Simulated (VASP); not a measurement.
Crystal: Si.

```
CELL_PARAMETERS angstrom
3.86997 0.00000 0.00000
0.00000 5.47297 0.00000
0.00000 0.00000 3.86645
ATOMIC_POSITIONS crystal
Si 0.00000 0.99987 0.00000
Si 0.50000 0.49987 0.50000
Si 0.00000 0.25013 0.50000
Si 0.50000 0.75013 0.00000
```

Program: VASP 6.6.1. Alike in all runs: task band structure; potentials or basis VASP PAW PBE potentials, release 64 (Si); no spin polarisation; cell as given; cutoff (eV) 520; smearing gaussian 0.02 eV.

**Question.** Order these runs on this cell by their band gap on the k mesh, lowest first.
A. level PBE0; k mesh 5 × 4 × 5; grid for exact exchange (PRECFOCK) Fast; exchange at q = 0 truncated
B. level HSE06; k mesh 5 × 4 × 5; grid for exact exchange (PRECFOCK) Fast; screening parameter 0.2 1/A
C. level PBE; k mesh 6 × 5 × 6

**Answer.** C (0.61 eV), B (1.19 eV), A (1.80 eV).

A k mesh can miss the band edges, odd and even meshes differently.
